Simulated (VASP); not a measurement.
```xyz
8
Lattice="5.5198 0.0000 0.0000 0.0000 5.5198 0.0000 0.0000 0.0000 3.2528" Properties=species:S:1:pos:R:3 pbc="T T T"
Zn     1.0046     1.0046     1.6264
Zn     4.5152     4.5152     1.6264
Zn     1.7553     3.7645     3.2528
Zn     3.7645     1.7553     0.0000
O      4.5129     1.0069     1.6264
O      1.0069     4.5129     1.6264
O      1.7530     1.7530     3.2528
O      3.7667     3.7667     0.0000
```

The numbers are results of PBEsol GGA, VASP's PBE PAW potentials (set 64) (plane waves; VASP 6.6.1), not measurements. Settings: 520 eV cut-off, 5×5×8 Γ-centred mesh, tetrahedra with Blöchl corrections, potentials Zn O.

### Question
What does the run give for the energy per atom (σ→0), band gap (on the k-mesh) with the smallest direct gap where there is one?

### Answer

| Property | Value |
|---|---|
| band gap (on the k-mesh) | 0.69 eV |
| smallest direct gap (on the k-mesh) | 0.69 eV |
| energy per atom (σ→0) | -465.2 kJ/mol of atoms |

The structure comes from a computed database's ZnO entry (P4_2/mnm); how it stands against other phases isn't given here. It was relaxed first.
